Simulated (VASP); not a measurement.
Wanted: the native input for a VASP 6.6.1 run.

- Task: band structure
- Functional: PBE
- Potentials or basis: VASP PAW PBE potentials, release 64 (Ni, Mo_sv, Pd, Ir, W_sv)
- Cutoff: 520 eV
- k mesh: 8 × 8 × 5
- Occupations: fermi-dirac, width 0.05 eV
- Spin: collinear spin, ferromagnetic start
- Starting moments: [1.0, 1.0, 0.0, 0.6, 0.0] μB
- Further INCAR settings: ALGO = Fast; EDIFF = 1e-06

NiMoIrPdW:

```
CELL_PARAMETERS angstrom
4.11705 0.00000 0.00000
-2.05853 3.56547 0.00000
0.00000 0.00000 5.44580
ATOMIC_POSITIONS crystal
Ni 0.00000 0.00000 0.95775
Mo 0.66667 0.33333 0.96161
Pd 0.66667 0.33333 0.46295
Ir 0.33333 0.66667 0.72572
W 0.33333 0.66667 0.23642
```

The cell was built by a generator and needn't be a form met in nature.

These files were run (other wordings do the same):

POSCAR

```
NiMoIrPdW
1.0
    4.1170500000      0.0000000000      0.0000000000
   -2.0585300000      3.5654700000      0.0000000000
    0.0000000000      0.0000000000      5.4458000000
Ni Mo Pd Ir W
1 1 1 1 1
Direct
    0.0000000000      0.0000000000      0.9577500000
    0.6666700000      0.3333300000      0.9616100000
    0.6666700000      0.3333300000      0.4629500000
    0.3333300000      0.6666700000      0.7257200000
    0.3333300000      0.6666700000      0.2364200000
```

INCAR.step1

```
PREC     = Accurate       # precision mode
ENCUT    = 520            # plane-wave cutoff, eV
EDIFF    = 1E-6           # SCF threshold, eV
ISMEAR   = -1             # smearing method
SIGMA    = 0.05           # smearing width, eV
LREAL    = F              # projectors in reciprocal space
LASPH    = T              # aspherical terms in the spheres
NELM     = 100            # most SCF steps
ALGO     = Fast           # electronic algorithm
ISIF     = 2              # what is computed and relaxed
LWAVE    = F              # write WAVECAR
LCHARG   = T              # write CHGCAR
ISPIN    = 2              # spin polarisation
MAGMOM   = 1 1 0 0.6 0    # initial moments
LORBIT   = 11             # projections on sites
LMAXMIX  = 4              # l up to which the mixer works
GGA      = PE             # functional
KPAR     = 4
```

KPOINTS.step1

```
Automatic mesh
0
Gamma
  8 8 5
```

INCAR.step2

```
PREC     = Accurate       # precision mode
ENCUT    = 520            # plane-wave cutoff, eV
EDIFF    = 1E-6           # SCF threshold, eV
ISMEAR   = 0              # smearing method
SIGMA    = 0.05           # smearing width, eV
LREAL    = F              # projectors in reciprocal space
LASPH    = T              # aspherical terms in the spheres
NELM     = 100            # most SCF steps
ALGO     = Fast           # electronic algorithm
ISIF     = 2              # what is computed and relaxed
LWAVE    = F              # write WAVECAR
LCHARG   = F              # write CHGCAR
ISPIN    = 2              # spin polarisation
MAGMOM   = 1 1 0 0.6 0    # initial moments
LORBIT   = 11             # projections on sites
LMAXMIX  = 4              # l up to which the mixer works
GGA      = PE             # functional
KPAR     = 4            
ICHARG   = 11             # starting density
```

KPOINTS.step2

```
path GMKGALHA,LM,KH
15
line-mode
reciprocal
 0.0000000000  0.0000000000  0.0000000000  G
 0.5000000000  0.0000000000  0.0000000000  M

 0.5000000000  0.0000000000  0.0000000000  M
 0.3333333333  0.3333333333  0.0000000000  K

 0.3333333333  0.3333333333  0.0000000000  K
 0.0000000000  0.0000000000  0.0000000000  G

 0.0000000000  0.0000000000  0.0000000000  G
 0.0000000000  0.0000000000  0.5000000000  A

 0.0000000000  0.0000000000  0.5000000000  A
 0.5000000000  0.0000000000  0.5000000000  L

 0.5000000000  0.0000000000  0.5000000000  L
 0.3333333333  0.3333333333  0.5000000000  H

 0.3333333333  0.3333333333  0.5000000000  H
 0.0000000000  0.0000000000  0.5000000000  A

 0.5000000000  0.0000000000  0.5000000000  L
 0.5000000000  0.0000000000  0.0000000000  M

 0.3333333333  0.3333333333  0.0000000000  K
 0.3333333333  0.3333333333  0.5000000000  H
```

Potentials or basis: VASP PAW PBE potentials, release 64 (Ni, Mo_sv, Pd, Ir, W_sv).

Command:

```bash
$ cat potpaw_PBE.64/Ni/POTCAR potpaw_PBE.64/Mo_sv/POTCAR potpaw_PBE.64/Pd/POTCAR potpaw_PBE.64/Ir/POTCAR potpaw_PBE.64/W_sv/POTCAR > POTCAR
$ cp INCAR.step1 INCAR
$ cp KPOINTS.step1 KPOINTS
$ mpirun -np 4 vasp_std > vasp.out
$ cp INCAR.step2 INCAR
$ cp KPOINTS.step2 KPOINTS
$ mpirun -np 4 vasp_std > vasp.out
```

It gave:

```
Band gap along the path : none (metal or under the smearing width)
Net moment              : 0.00 μB per cell
```

Caveat: the log is that of the step along the path at fixed density, whose energy, stress, charges and moments have no meaning; spin-orbit coupling is left out, which moves the levels of the heavy elements.

It took 3.8 min on 4 MPI ranks on AMD EPYC 9R45 (Zen 5) (shared host), peak memory 0.72 GiB a rank.
